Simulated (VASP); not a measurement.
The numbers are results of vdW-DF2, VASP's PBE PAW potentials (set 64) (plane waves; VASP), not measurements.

VASP ran on this input.

File POSCAR:
```
ZrB2
1
    1.5921055129    -2.7576081153     0.0000000000
    1.5921055129     2.7576081153     0.0000000000
    0.0000000000     0.0000000000     3.6408511606
Zr B
1 2
Direct
  0.0000000000   0.0000000000   0.0000000000
  0.3333330000   0.6666670000   0.5000000000
  0.6666670000   0.3333330000   0.5000000000
```

**INCAR**
```
AGGAC = 0.0
ALGO = Normal
EDIFF = 1E-7
EDIFFG = -0.01
ENCUT = 520
GGA = ML
IBRION = 2
ISIF = 4
ISMEAR = 1
LASPH = .TRUE.
LCHARG = .FALSE.
LMAXMIX = 4
LREAL = .FALSE.
LUSE_VDW = .TRUE.
LWAVE = .FALSE.
NELM = 100
NSW = 30
PREC = Accurate
SIGMA = 0.1
SYSTEM = ZrB2
ZAB_VDW = -1.8867
```

File KPOINTS:
```
Automatic mesh
0
Gamma
11 11 8
0 0 0
```

POTCAR, in this order: Zr_sv B (PBE.64 set). Program: vasp_std.

Output

OUTCAR:
```
 ion  position               nearest neighbor table
   1  0.000  0.000  0.000-   2 2.59   3 2.59   2 2.59   3 2.59   3 2.59   3 2.59   2 2.59   2 2.59
                             3 2.59   3 2.59   2 2.59   2 2.59
   2  0.333  0.667  0.500-   3 1.84   3 1.84   3 1.84   1 2.59   1 2.59   1 2.59   1 2.59   1 2.59
                             1 2.59
   3  0.667  0.333  0.500-   2 1.84   2 1.84   2 1.84   1 2.59   1 2.59   1 2.59   1 2.59   1 2.59
                             1 2.59
  LATTYP: Found a hexagonal cell.
 ALAT       =     3.1842114380
 C/A-ratio  =     1.1434074751
 Subroutine PRICEL returns:
 Original cell was already a primitive cell.
 Subroutine GETGRP returns: Found 24 space group operations
The static configuration has the point symmetry D_6h.
The dynamic configuration has the point symmetry D_6h.
 Subroutine INISYM returns: Found 24 space group operations
 Subroutine IBZKPT returns following result:
 Found     80 irreducible k-points:

 Following reciprocal coordinates:
            Coordinates               Weight
  0.000000  0.000000  0.000000      1.000000
  0.090909  0.000000  0.000000      6.000000
  0.181818  0.000000  0.000000      6.000000
  0.272727  0.000000  0.000000      6.000000
...
```

### OSZICAR
```
       N       E                     dE             d eps       ncg     rms          rms(c)
DAV:   1     0.116558793844E+03    0.11656E+03   -0.99626E+03  2080   0.138E+03
DAV:   2    -0.161743387017E+02   -0.13273E+03   -0.12794E+03  2396   0.333E+02
DAV:   3    -0.218878548229E+02   -0.57135E+01   -0.56001E+01  3365   0.601E+01
DAV:   4    -0.220277781685E+02   -0.13992E+00   -0.13986E+00  2710   0.859E+00
DAV:   5    -0.220303223750E+02   -0.25442E-02   -0.25441E-02  3163   0.100E+00    0.185E+01
DAV:   6    -0.186707816598E+02    0.33595E+01   -0.11069E+01  2513   0.215E+01    0.700E+00
DAV:   7    -0.186884843933E+02   -0.17703E-01   -0.10006E+00  3124   0.624E+00    0.299E+00
DAV:   8    -0.187019525226E+02   -0.13468E-01   -0.10258E-01  2565   0.311E+00    0.771E-01
DAV:   9    -0.186997187808E+02    0.22337E-02   -0.18006E-02  2780   0.106E+00    0.133E-01
DAV:  10    -0.186997799868E+02   -0.61206E-04   -0.90620E-04  2613   0.265E-01    0.526E-02
DAV:  11    -0.186998635772E+02   -0.83590E-04   -0.14822E-04  2445   0.137E-01    0.198E-02
DAV:  12    -0.186998661019E+02   -0.25247E-05   -0.12170E-05  2715   0.347E-02    0.458E-03
DAV:  13    -0.186998662936E+02   -0.19174E-06   -0.11549E-06  2471   0.103E-02    0.208E-03
DAV:  14    -0.186998663539E+02   -0.60246E-07   -0.25104E-07  2365   0.500E-03
   1 F= -.18699866E+02 E0= -.18700050E+02  d E =-.186999E+02
       N       E                     dE             d eps       ncg     rms          rms(c)
DAV:   1    -0.187001525069E+02   -0.28621E-03   -0.15935E-02  2210   0.126E+00    0.878E-02
DAV:   2    -0.187000311866E+02    0.12132E-03   -0.36572E-04  2350   0.158E-01    0.487E-02
DAV:   3    -0.186999746618E+02    0.56525E-04   -0.15079E-04  2400   0.108E-01    0.995E-03
DAV:   4    -0.186999744189E+02    0.24294E-06   -0.37460E-06  2329   0.178E-02    0.439E-03
DAV:   5    -0.186999740856E+02    0.33326E-06   -0.19483E-07  1975   0.481E-03    0.143E-03
DAV:   6    -0.186999740568E+02    0.28809E-07   -0.29550E-08  1165   0.192E-03
   2 F= -.18699974E+02 E0= -.18700163E+02  d E =-.107703E-03
```

**OUTCAR**
```
------------------------ aborting loop because EDIFF is reached ----------------------------------------
  FORCE on cell =-STRESS in cart. coord.  units (eV):
  Direction    XX          YY          ZZ          XY          YZ          ZX
  --------------------------------------------------------------------------------------
  Total        0.0361745      0.0361745      0.0261246      0.0000000      0.0000000      0.0000000
  in kB        1.8129088      1.8129095      1.3092513      0.0000000      0.0000000      0.0000000
  external PRESSURE =       1.6450232 kB  Pullay stress =       0.0000000 kB
  volume of cell :       31.97
      direct lattice vectors                 reciprocal lattice vectors
     1.593273526 -2.759631174  0.000000000     0.313819311 -0.181183632  0.000000000
     1.593273526  2.759631174 -0.000000000     0.313819311  0.181183632  0.000000000
    -0.000000000 -0.000000000  3.635514973    -0.000000000  0.000000000  0.275064195
 POSITION                                       TOTAL-FORCE (eV/Angst)
 -----------------------------------------------------------------------------------
      0.00000      0.00000      0.00000        -0.000000     -0.000000     -0.000000
      1.59327      0.91988      1.81776         0.000000      0.000000     -0.000000
      1.59327     -0.91988      1.81776         0.000000      0.000000      0.000000
 -----------------------------------------------------------------------------------
    total drift:                                0.000000     -0.000000      0.000000
  FREE ENERGIE OF THE ION-ELECTRON SYSTEM (eV)
  ---------------------------------------------------
  free  energy   TOTEN  =       -18.6999740568 eV

  energy  without entropy=      -18.7005396008  energy(sigma->0) =      -18.70016257

 reached required accuracy - stopping structural energy minimisation
```
(Selected blocks of OUTCAR.)

CONTCAR:
```
ZrB2
   1.00000000000000
     1.5932735255415469   -2.7596311742223105    0.0000000000000000
     1.5932735255415469    2.7596311742223105   -0.0000000000000000
    -0.0000000000000000   -0.0000000000000000    3.6355149734868664
  Zr              B
     1     2
Direct
     0.0000000000000000    0.0000000000000000    0.0000000000000000
     0.3333330000000032    0.6666669999999968    0.5000000000000000
     0.6666669999999968    0.3333330000000032    0.5000000000000000
```

The compound is ZrB2 in the AlB2 type structure. This run relaxes it. Symmetry was kept, so distortions that lower it aren't found.
